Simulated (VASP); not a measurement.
Consider the following.

```
Nb
1.0
   -1.63262     1.63262     1.63262
    1.63262    -1.63262     1.63262
    1.63262     1.63262    -1.63262
Nb
1
Cartesian
  0.00000   0.00000   0.00000
```

Computed with PBE GGA with D3 dispersion (zero damping), VASP's PBE PAW potentials (set 64) (plane waves; VASP). Run with 520 eV cut-off, 18×18×18 Γ-centred mesh, tetrahedra with Blöchl corrections, potentials Nb_sv.

Q: Tabulate the total density of states (states/eV per cell) against energy (eV; zero at the valence-band maximum or, without a gap, the Fermi level).

A: 
| E (eV) | DOS (states/eV) |
|---|---|
| -9.98 | 0.00 |
| -9.86 | 0.00 |
| -9.62 | 0.00 |
| -9.50 | 0.00 |
| -9.26 | 0.00 |
| -9.14 | 0.00 |
| -8.90 | 0.00 |
| -8.78 | 0.00 |
| -8.66 | 0.00 |
| -8.42 | 0.00 |
| -8.30 | 0.00 |
| -8.06 | 0.00 |
| -7.94 | 0.00 |
| -7.82 | 0.00 |
| -7.58 | 0.00 |
| -7.46 | 0.00 |
| -7.22 | 0.00 |
| -7.10 | 0.00 |
| -6.86 | 0.00 |
| -6.74 | 0.00 |
| -6.62 | 0.00 |
| -6.38 | 0.00 |
| -6.26 | 0.00 |
| -6.02 | 0.00 |
| -5.90 | 0.01 |
| -5.78 | 0.02 |
| -5.54 | 0.04 |
| -5.42 | 0.05 |
| -5.18 | 0.07 |
| -5.06 | 0.07 |
| -4.82 | 0.09 |
| -4.70 | 0.10 |
| -4.58 | 0.11 |
| -4.34 | 0.13 |
| -4.22 | 0.14 |
| -3.98 | 0.18 |
| -3.86 | 0.28 |
| -3.74 | 0.53 |
| -3.50 | 0.97 |
| -3.38 | 1.02 |
| -3.14 | 1.12 |
| -3.02 | 1.21 |
| -2.78 | 1.43 |
| -2.66 | 1.44 |
| -2.54 | 1.40 |
| -2.30 | 1.14 |
| -2.18 | 0.74 |
| -1.94 | 0.47 |
| -1.82 | 0.56 |
| -1.70 | 1.21 |
| -1.46 | 2.34 |
| -1.34 | 2.18 |
| -1.10 | 1.30 |
| -0.98 | 1.12 |
| -0.74 | 0.93 |
| -0.62 | 0.99 |
| -0.50 | 1.16 |
| -0.26 | 2.18 |
| -0.14 | 2.15 |
| 0.10 | 1.34 |
| 0.22 | 1.10 |
| 0.34 | 0.78 |
| 0.58 | 0.53 |
| 0.70 | 0.48 |
| 0.94 | 0.45 |
| 1.06 | 0.44 |
| 1.30 | 0.47 |
| 1.42 | 0.48 |
| 1.54 | 0.50 |
| 1.78 | 0.66 |
| 1.90 | 0.83 |
| 2.14 | 0.90 |
| 2.26 | 0.91 |
| 2.38 | 0.94 |
| 2.62 | 1.09 |
| 2.74 | 1.21 |
| 2.98 | 1.25 |
| 3.10 | 1.19 |
| 3.34 | 1.41 |
| 3.46 | 1.44 |
Within 2 eV below the Fermi level the largest weight inside VASP's projection spheres is Nb d.

The compound is Nb in the bcc structure. It was relaxed first.
